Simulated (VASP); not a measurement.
These are PBEsol GGA, VASP's PBE PAW potentials (set 64) (plane waves; VASP) values and carry that method's errors.

VASP input:

**KPOINTS**
```
Automatic mesh
0
Gamma
8 8 1
0 0 0
```

**INCAR**
```
SYSTEM = Au(210) slab
PREC = Normal
ENCUT = 400
EDIFF = 1E-5
NELM = 100
ALGO = Normal
LREAL = .FALSE.
LASPH = .TRUE.
ISMEAR = 1
SIGMA = 0.1
GGA = PS
LMAXMIX = 6
LWAVE = .TRUE.
LCHARG = .FALSE.
NELMIN = 4
LDIPOL = .TRUE.
IDIPOL = 3
DIPOL = 0.5 0.5 0.5
IBRION = 2
ISIF = 2
NSW = 50
EDIFFG = -0.03
```

### POSCAR
```
Au(210) slab
1
    4.9980788148    -0.0000000000    -0.0000000000
    3.3320525432     3.7253476606     0.0000000000
    0.0000000000     0.0000000000    24.1285629814
Au
10
Direct
  0.1500000000   0.1500000000   0.3298140000
  0.4500000000   0.4500000000   0.3676330000
  0.7500000000   0.7500000000   0.4054520000
  0.0500000000   0.0500000000   0.4432710000
  0.3500000000   0.3500000000   0.4810900000
  0.6500000000   0.6500000000   0.5189100000
  0.9500000000   0.9500000000   0.5567290000
  0.2500000000   0.2500000000   0.5945480000
  0.5500000000   0.5500000000   0.6323670000
  0.8500000000   0.8500000000   0.6701860000
```

POTCAR, in this order: Au (PBE.64 set). Program: vasp_std.

Unless said otherwise, spin-orbit coupling is left out, though it shifts the bands of the heavy elements here.

Problem. Estimate the energy per atom (σ→0), band gap (on the k-mesh).

Solution. 
| Item | Result |
|---|---|
| energy per atom (σ→0) | -3.634 eV/atom |
| band gap (on the k-mesh) | none (metal, semimetal or under 0.01 eV) |

File OSZICAR:
```
...
  10 F= -.36337435E+02 E0= -.36337128E+02  d E =-.756109E-02
       N       E                     dE             d eps       ncg     rms          rms(c)
DAV:   1    -0.363375470633E+02   -0.11179E-03   -0.61392E-01  2776   0.257E+00    0.753E-02
DAV:   2    -0.363381462002E+02   -0.59914E-03   -0.60944E-03  2934   0.361E-01    0.532E-02
DAV:   3    -0.363381126487E+02    0.33551E-04   -0.19736E-04  3198   0.657E-02    0.379E-02
DAV:   4    -0.363380928832E+02    0.19766E-04   -0.84511E-05  2956   0.377E-02    0.132E-02
DAV:   5    -0.363380941246E+02   -0.12414E-05   -0.74561E-06  1596   0.143E-02
  11 F= -.36338094E+02 E0= -.36337769E+02  d E =-.659498E-03
```

The cell is a thin slab with vacuum, built from Au (fcc): (210) face.
